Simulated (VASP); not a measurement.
Set up this calculation in VASP 6.6.1, as the native input.

```yaml
Task: single point
Functional: PBE
Potentials_or_basis: VASP PAW PBE potentials, release 64 (Sn_d, O)
Cutoff: 520 eV
k_mesh: 4 × 4 × 6
Occupations: gaussian, width 0.1 eV
Spin: no spin polarisation
Dipole_correction: no
Further_INCAR_settings: ALGO = Normal; EDIFF = 1e-06; NBANDS = 35
```

The structure of SnO2 lies in POSCAR:

```
SnO2
1.0
    4.7373500000      0.0000000000      0.0000000000
    0.0000000000      4.7373500000      0.0000000000
    0.0000000000      0.0000000000      3.1864000000
Sn O
2 4
Direct
    0.0000000000      0.0000000000      0.0000000000
    0.5000000000      0.5000000000      0.5000000000
    0.3056200000      0.3056200000      0.0000000000
    0.1943800000      0.8056200000      0.5000000000
    0.6943800000      0.6943800000      0.0000000000
    0.8056200000      0.1943800000      0.5000000000
```

One way to write it, as run:

INCAR

```
SYSTEM = SnO2
PREC     = Accurate       ! precision mode
ENCUT    = 520            ! plane-wave cutoff, eV
EDIFF    = 1E-6           ! SCF threshold, eV
ISMEAR   = 0              ! smearing method
SIGMA    = 0.1            ! smearing width, eV
LREAL    = .FALSE.        ! projectors in reciprocal space
LASPH    = .TRUE.         ! aspherical terms in the spheres
NELM     = 100            ! most SCF steps
ALGO     = Normal         ! electronic algorithm
ISIF     = 2              ! what is computed and relaxed
LWAVE    = .FALSE.        ! write WAVECAR
LCHARG   = .FALSE.        ! write CHGCAR
GGA      = PE             ! functional
NBANDS   = 35             ! bands
```

KPOINTS

```
regular mesh
0
G
  4 4 6
  0 0 0
```

Potentials or basis: VASP PAW PBE potentials, release 64 (Sn_d, O).

Command:

```bash
$ cat potpaw_PBE.64/Sn_d/POTCAR potpaw_PBE.64/O/POTCAR > POTCAR
$ mpirun -np 1 vasp_std > vasp.out
```

It gave:

```json
{"Pressure": "11.5 GPa", "Largest force": "0.052 eV/Å", "Band gap on the k mesh": "1.24 eV, direct"}
```

Caveat: spin-orbit coupling is left out, which moves the levels of the heavy elements.

Run time: 33 s on 1 thread of AMD EPYC 9R45 (Zen 5), on a shared host, peak memory 0.16 GiB.
